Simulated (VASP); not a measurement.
These are r2SCAN meta-GGA, VASP's PBE PAW potentials (set 64) (plane waves; VASP 6.6.1) values and carry that method's errors.

The input files of a VASP run:

**POSCAR**
```
CdBr2
1
    4.0077236476     0.0000000000    -0.0000000000
   -2.0038618238     3.4707900632     0.0000000000
    0.0000000000     0.0000000000    12.9264506063
Cd Br
2 4
Direct
  0.6666670000   0.3333330000   0.8750008148
  0.3333330000   0.6666670000   0.3750008148
  0.0000000000   1.0000000000   0.7540116564
  0.0000000000   1.0000000000   0.2540116564
  0.3333330000   0.6666670000   0.9959775288
  0.6666670000   0.3333330000   0.4959775288
```

**INCAR**
```
LASPH = .True.
LCHARG = .False.
EDIFF = 1E-6   ! SCF stop (eV)
SIGMA = 0.05   ! width (eV)
ISMEAR = 0
METAGGA = R2SCAN
LMIXTAU = .True.
EDIFFG = -0.02   ! ionic stop
SYSTEM = CdBr2
NSW = 60   ! most ionic steps
ISIF = 3
LMAXMIX = 4   ! l cut-off of mixed one-centre charges
ENCUT = 400   ! plane-wave cut-off (eV)
NELM = 100   ! most electronic steps
ALGO = Normal
LREAL = .False.
LWAVE = .False.
PREC = Accurate
IBRION = 2
```

File KPOINTS:
```
Automatic mesh
0
Gamma
6 6 2
0 0 0
```

POTCAR, in this order: Cd Br (PBE.64 set). Program: vasp_std.

**Question.** Predict the energy per atom (σ→0), band gap (on the k-mesh).

**Answer.** 
- energy per atom (σ→0) = -16.593 eV/atom
- band gap (on the k-mesh) = 3.49 eV

OSZICAR:
```
...
DAV:  29    -0.995597343509E+02   -0.17652E-03   -0.77087E-05  1050   0.512E-02    0.653E-02
DAV:  30    -0.995596443116E+02    0.90039E-04   -0.24680E-05   945   0.390E-02    0.312E-02
DAV:  31    -0.995597520754E+02   -0.10776E-03   -0.20718E-05   896   0.371E-02    0.177E-02
DAV:  32    -0.995597322057E+02    0.19870E-04   -0.11094E-06   693   0.891E-03    0.147E-02
DAV:  33    -0.995597552476E+02   -0.23042E-04   -0.43942E-06   805   0.142E-02    0.657E-03
DAV:  34    -0.995597481572E+02    0.70904E-05   -0.77800E-07   560   0.488E-03    0.612E-03
DAV:  35    -0.995597482928E+02   -0.13560E-06   -0.94652E-07   511   0.507E-03
   1 F= -.99559748E+02 E0= -.99559748E+02  d E =-.995597E+02
```

The structure comes from a computed database's CdBr2 entry (P6_3mc); how it stands against other phases isn't given here. It was relaxed first. The start is the result of an earlier pass.
